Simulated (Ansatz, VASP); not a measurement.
# Two plane-wave programs on TiRh

```xyz
2
Lattice="3.1152 0.0000 0.0000 0.0000 3.1152 0.0000 0.0000 0.0000 3.1152" Properties=species:S:1:pos:R:3 pbc="T T T"
Ti    1.5576    1.5576    1.5576
Rh    0.0000    0.0000    0.0000
```

The cell comes from a database or a generator and needn't be the stable form of this composition.

Alike in both runs: task single point; functional LDA; k mesh 6 × 6 × 6; occupations gaussian, width 0.1 eV; no spin polarisation.

```csv
,VASP,Ansatz
version,VASP 6.6.1,Ansatz 0.2.0
potentials or method,"VASP PAW LDA potentials, release 64 (Ti_sv, Rh_pv)","scalar-relativistic, plane waves, PAW"
plane-wave cutoff (eV),520,420
valence electrons in the cell,27,29
```

Ansatz gave:

```
gap on the k mesh at the Fermi level (eV) : none
pressure (GPa)                            : -12.8
```

Which values does VASP return?

gap on the k mesh at the Fermi level (eV): none; pressure (GPa): -12.5.

A gap of «none» marks a metal or a gap that the smearing closes. The two sets of potentials don't hold the same shells in valence.
